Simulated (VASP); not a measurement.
An input for Quantum ESPRESSO's pw.x (written as the equivalent of a VASP run, and not itself run):

```
&CONTROL
  calculation = 'scf'
  pseudo_dir = './pseudo'
  outdir = './out'
  tprnfor = .true.
  tstress = .true.
/
&SYSTEM
  ibrav = 0
  nat = 8
  ntyp = 3
  ecutwfc = 84
  occupations = 'tetrahedra'
  input_dft = 'pbesol'
/
&ELECTRONS
  conv_thr = 7.3e-09
  electron_maxstep = 100
/
ATOMIC_SPECIES
  Ga 69.723 Ga.upf
  N 14.007 N.upf
  Al 26.982 Al.upf
CELL_PARAMETERS angstrom
     1.5817402   -2.7396547    0.0000000
     1.5817402    2.7396547    0.0000000
     0.0000000    0.0000000   10.2835754
ATOMIC_POSITIONS crystal
  Ga   0.6666670  0.3333330  0.2540230
  Ga   0.3333330  0.6666670  0.0011467
  Ga   0.6666670  0.3333330  0.7487484
  N    0.6666670  0.3333330  0.4445721
  N    0.3333330  0.6666670  0.1911224
  N    0.6666670  0.3333330  0.9387136
  N    0.3333330  0.6666670  0.6851080
  Al   0.3333330  0.6666670  0.5005657
K_POINTS automatic
  9 9 3 0 0 0
```

Q: Write the VASP files for the same calculation (PBEsol).

A: One answer among several that fit: 
File POSCAR:
```
AlGa3N4
1.0
  1.5817401596  -2.7396546731   0.0000000000
  1.5817401596   2.7396546731   0.0000000000
  0.0000000000   0.0000000000  10.2835754060
Ga N Al
3 4 1
Cart
  1.5817401596  -0.9132200508   2.6122648831
  1.5817401596   0.9132200508   0.0117917008
  1.5817401596  -0.9132200508   7.6998103559
  1.5817401596  -0.9132200508   4.5717911631
  1.5817401596   0.9132200508   1.9654220503
  1.5817401596  -0.9132200508   9.6533320584
  1.5817401596   0.9132200508   7.0453602544
  1.5817401596   0.9132200508   5.1476053612
```

INCAR:
```
ALGO = Normal   # blocked Davidson
LASPH = .TRUE.
ENCUT = 520   # plane-wave cut-off (eV)
ISIF = 2   # forces and stress, cell fixed
EDIFF = 1E-7   # SCF stop (eV)
SYSTEM = AlGa3N4
LCHARG = .TRUE.
NELM = 100
LORBIT = 11
ISMEAR = -5   # tetrahedra, Bloechl
LREAL = .FALSE.   # projection in real space or not
GGA = PS
LEFG = .TRUE.
LWAVE = .FALSE.
LMAXMIX = 4   # l cut-off of mixed one-centre charges
NEDOS = 601   # DOS grid
PREC = Accurate
```

### KPOINTS
```
Automatic mesh
0
Gamma
9 9 3
0 0 0
```

POTCAR, in this order: Ga_d N Al (PBE.64 set). Program: vasp_std.

What does not carry over: the potentials are each code's own (VASP's PAW set, PseudoDojo norm-conserving files in pw.x), so ENCUT and ecutwfc are chosen apart and not converted; conv_thr bounds pw.x's estimated SCF error, while EDIFF bounds the energy change between steps; the field gradients of LEFG aren't asked of the other code.

The structure was generated: AlGa3N4 was put into an ordered model structure (P3m1), which need not be its known phase. It was relaxed first.
